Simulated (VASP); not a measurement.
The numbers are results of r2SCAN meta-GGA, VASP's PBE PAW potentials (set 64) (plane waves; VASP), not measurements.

VASP input:

### POSCAR
```
Mo(110) slab
1
    2.7328635947     0.0000000000     0.0000000000
   -0.9109548655     2.5765682969     0.0000000000
    0.0000000000     0.0000000000    26.1837219998
Mo
5
Direct
  0.5000000000   0.5000000000   0.3335210841
  0.0000000000   0.0000000000   0.4142664211
  0.5000000000   0.5000000000   0.5000000000
  0.0000000000   0.0000000000   0.5857335789
  0.5000000000   0.5000000000   0.6664789159
```

### INCAR
```
SYSTEM  =  Mo(110) slab
PREC  =  Normal; ENCUT  =  400; LREAL  =  .FALSE.
LASPH  =  .TRUE.
EDIFF  =  1E-6; NELM  =  100; NELMIN  =  4
ALGO  =  Normal; LMAXMIX  =  4; LMIXTAU  =  .TRUE.
ISMEAR  =  1; SIGMA  =  0.1
METAGGA  =  R2SCAN
LWAVE  =  .FALSE.; LCHARG  =  .FALSE.; LORBIT  =  11
LVHAR  =  .TRUE.
DIPOL  =  0.5 0.5 0.5
LDIPOL  =  .TRUE.; IDIPOL  =  3
```

**KPOINTS**
```
Automatic mesh
0
Gamma
11 11 1
0 0 0
```

POTCAR, in this order: Mo_sv (PBE.64 set). Program: vasp_std. Read from the step before: WAVECAR.

Problem. What will the output report for the number of irreducible k-points (NKPTS), largest plane-wave count, number of space-group operations, FFT grid (NGX, NGY, NGZ)?

Solution. 
```
Quantity                                        Value
--------------------------------------  -------------
number of irreducible k-points (NKPTS)             36
largest plane-wave count                         3423
number of space-group operations                    8
FFT grid (NGX, NGY, NGZ)                14 × 14 × 128
```

The cell is a thin slab with vacuum, built from Mo (bcc): (110) face.
